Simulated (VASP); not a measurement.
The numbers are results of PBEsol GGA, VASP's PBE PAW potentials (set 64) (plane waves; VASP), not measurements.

Input for VASP

KPOINTS:
```
Automatic mesh
0
Gamma
13 13 10
0 0 0
```

INCAR:
```
SYSTEM = CuAu
PREC = Accurate; ENCUT = 500; LREAL = .FALSE.
LASPH = .TRUE.
EDIFF = 1E-6; NELM = 100; ALGO = Normal
LMAXMIX = 6
ISMEAR = 1; SIGMA = 0.1
GGA = PS
IBRION = 2; NSW = 40; ISIF = 3
EDIFFG = -0.02; PSTRESS = 100
LWAVE = .FALSE.; LCHARG = .FALSE.
```

POSCAR:
```
CuAu
1
    2.7375460611     0.0000000000     0.0000000000
    0.0000000000     2.7375460611     0.0000000000
   -0.0000000000    -0.0000000000     3.6066207854
Cu Au
1 1
Direct
  0.0000000000   0.0000000000   0.0000000000
  0.5000000000   0.5000000000   0.5000000000
```

POTCAR, in this order: Cu Au (PBE.64 set). Program: vasp_std.

The resulting files:

### OSZICAR
```
       N       E                     dE             d eps       ncg     rms          rms(c)
DAV:   1     0.128392732319E+03    0.12839E+03   -0.11368E+04  5264   0.209E+03
DAV:   2    -0.512640300032E+01   -0.13352E+03   -0.12750E+03  5159   0.334E+02
DAV:   3    -0.949555726372E+01   -0.43692E+01   -0.43119E+01  6272   0.714E+01
DAV:   4    -0.954104722370E+01   -0.45490E-01   -0.45472E-01  5723   0.611E+00
DAV:   5    -0.954237294509E+01   -0.13257E-02   -0.13257E-02  7466   0.115E+00    0.142E+01
DAV:   6    -0.881471141682E+01    0.72766E+00   -0.96553E+00  5121   0.932E+01    0.607E+00
DAV:   7    -0.840859158457E+01    0.40612E+00   -0.38714E+00  6238   0.982E+01    0.684E+00
DAV:   8    -0.832074681116E+01    0.87845E-01   -0.38554E-01  6467   0.173E+01    0.298E+00
DAV:   9    -0.831303601757E+01    0.77108E-02   -0.22189E-02  7774   0.260E+00    0.180E-01
DAV:  10    -0.831248486339E+01    0.55115E-03   -0.38457E-03  6807   0.140E+00    0.728E-02
DAV:  11    -0.831247666995E+01    0.81934E-05   -0.11404E-04  7903   0.228E-01    0.462E-02
DAV:  12    -0.831247280199E+01    0.38680E-05   -0.18488E-06  4644   0.378E-02    0.227E-03
DAV:  13    -0.831247280961E+01   -0.76207E-08   -0.64254E-07  3335   0.163E-02
   1 F= -.66254818E+01 E0= -.66254473E+01  d E =-.662548E+01
       N       E                     dE             d eps       ncg     rms          rms(c)
DAV:   1    -0.831234771020E+01    0.12509E-03   -0.96832E-03  5621   0.943E-01    0.935E-02
DAV:   2    -0.831220321780E+01    0.14449E-03   -0.17672E-04  6924   0.234E-01    0.504E-02
DAV:   3    -0.831215160538E+01    0.51612E-04   -0.83885E-05  7373   0.270E-01    0.269E-02
DAV:   4    -0.831214436304E+01    0.72423E-05   -0.47279E-05  6290   0.245E-01    0.104E-02
DAV:   5    -0.831214294224E+01    0.14208E-05   -0.56664E-06  5412   0.735E-02    0.397E-03
DAV:   6    -0.831214293078E+01    0.11469E-07   -0.23968E-07  2779   0.891E-03
   2 F= -.66255343E+01 E0= -.66254797E+01  d E =-.525117E-04
```

**OUTCAR**
```
------------------------ aborting loop because EDIFF is reached ----------------------------------------
  FORCE on cell =-STRESS in cart. coord.  units (eV):
  Direction    XX          YY          ZZ          XY          YZ          ZX
  --------------------------------------------------------------------------------------
  Total        1.7078084      1.7078084      1.6650660      0.0000000     -0.0000000     -0.0000000
  in kB      101.2569469    101.2569469     98.7227267      0.0000000     -0.0000000     -0.0000000
  external PRESSURE =       0.4122069 kB  Pullay stress =     100.0000000 kB
  volume of cell :       27.02
      direct lattice vectors                 reciprocal lattice vectors
     2.738744384  0.000000000  0.000000000     0.365130826  0.000000000  0.000000000
     0.000000000  2.738744384 -0.000000000     0.000000000  0.365130826  0.000000000
     0.000000000 -0.000000000  3.602648564     0.000000000  0.000000000  0.277573564
 POSITION                                       TOTAL-FORCE (eV/Angst)
 -----------------------------------------------------------------------------------
      0.00000      0.00000      0.00000         0.000000      0.000000      0.000000
      1.36937      1.36937      1.80132         0.000000     -0.000000      0.000000
 -----------------------------------------------------------------------------------
    total drift:                                0.000000      0.000000      0.000000
  FREE ENERGIE OF THE ION-ELECTRON SYSTEM (eV)
  ---------------------------------------------------
  free  energy   TOTEN  =        -8.3121429308 eV

  energy  without entropy=       -8.3119792451  energy(sigma->0) =       -8.31208837
  enthalpy is  TOTEN    =        -6.6255343072 eV   P V=        1.6866086235

 reached required accuracy - stopping structural energy minimisation
```
(Selected blocks of OUTCAR.)

### CONTCAR
```
CuAu
   1.00000000000000
     2.7387443835097627    0.0000000000000000    0.0000000000000000
     0.0000000000000000    2.7387443835097627   -0.0000000000000000
     0.0000000000000000   -0.0000000000000000    3.6026485639190335
  Cu              Au
     1     1
Direct
     0.0000000000000000    0.0000000000000000    0.0000000000000000
     0.5000000000000000    0.5000000000000000    0.5000000000000000
```

OUTCAR:
```
 val. band max:        9.6209418486   @ k =   0.2308   0.1538   0.4000

 cond. band min:       9.6885231577   @ k =   0.4615   0.3846   0.1000


 Fermi energy:         9.6841306710

 k-point     1 :       0.0000    0.0000    0.0000
  band No.  band energies     occupation
      1      -0.8594      2.00000
      2       2.4438      2.00000
      3       2.6212      2.00000
      4       5.3367      2.00000
      5       5.3367      2.00000
      6       6.5571      2.00000
      7       6.6182      2.00000
      8       7.4248      2.00000
      9       7.9417      2.00000
     10       8.1991      2.00000
     11       8.1991      2.00000
     12      11.6003     -0.00000
     13      18.3469      0.00000
     14      20.0231      0.00000
     15      20.0231      0.00000

 k-point     2 :       0.0769    0.0000    0.0000
  band No.  band energies     occupation
      1      -0.7112      2.00000
      2       2.5232      2.00000
      3       2.7081      2.00000
      4       5.2412      2.00000
      5       5.3735      2.00000
      6       6.4898      2.00000
      7       6.6436      2.00000
      8       7.4176      2.00000
      9       7.8691      2.00000
     10       7.9318      2.00000
     11       8.1658      2.00000
     12      12.0662      0.00000
     13      18.1009      0.00000
     14      19.3390      0.00000
     15      20.2838      0.00000

 k-point     3 :       0.1538    0.0000    0.0000
  band No.  band energies     occupation
      1      -0.2845      2.00000
      2       2.6981      2.00000
      3       3.0144      2.00000
      4       4.9695      2.00000
      5       5.4809      2.00000
      6       6.2975      2.00000
      7       6.6984      2.00000
      8       7.4153      2.00000
      9       7.4284      2.00000
     10       7.6908      2.00000
     11       8.0681      2.00000
     12      13.1606      0.00000
     13      16.7219      0.00000
     14      18.8042      0.00000
     15      21.0237      0.00000
...
```

Unless said otherwise, spin-orbit coupling is left out, though it shifts the bands of the heavy elements here.

The compound is CuAu in the L1_0 structure. This run relaxes it under an external pressure of 10 GPa. Symmetry was kept, so distortions that lower it aren't found.
